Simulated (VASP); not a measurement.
Consider the following.

```xyz
2
Lattice="3.4910 0.0000 0.0000 0.0000 3.4910 0.0000 0.0000 0.0000 3.4910" Properties=species:S:1:pos:R:3 pbc="T T T"
Lu     0.0000     0.0000     0.0000
Zn     1.7455     1.7455     1.7455
```

Level of theory: PBEsol GGA, VASP's PBE PAW potentials (set 64) (plane waves; VASP). Numerical set-up: 300 eV cut-off, 12×12×12 Γ-centred mesh, Gaussian smearing of 0.10 eV, potentials Lu_3 Zn.

At this cut-off the stress carries a Pulay error, which pulls relaxed volumes low. Energy and stress use the plane-wave basis of the starting cell.

Question: The ions, cell shape and volume are relaxed. Which structure does the run end with?

Answer: 
```xyz
2
Lattice="3.4331 0.0000 0.0000 0.0000 3.4331 0.0000 0.0000 0.0000 3.4331" Properties=species:S:1:pos:R:3 pbc="T T T"
Lu     3.4331     3.4331     0.0000
Zn     1.7166     1.7166     1.7166
```
Space group Pm-3m (221), at a tolerance of 0.03 Å.

Question: How do energy and volume change from the first to the last step?

Answer: The energy (σ→0) changes by -12.2 meV/atom and the volume by -4.9 %, in 5 ionic steps.

The structure comes from a measured LuZn entry (Pm-3m) of the Crystallography Open Database, whose conditions weren't checked. This run relaxes it. Symmetry was kept, so distortions that lower it aren't found. The run is one of a series of settings (EDIFFG = -0.01, IBRION = 2, ISIF = 3, NSW = 50 against the base run), some of them coarse on purpose. The electron count is odd and the run is not spin-polarised, which forces a metal.
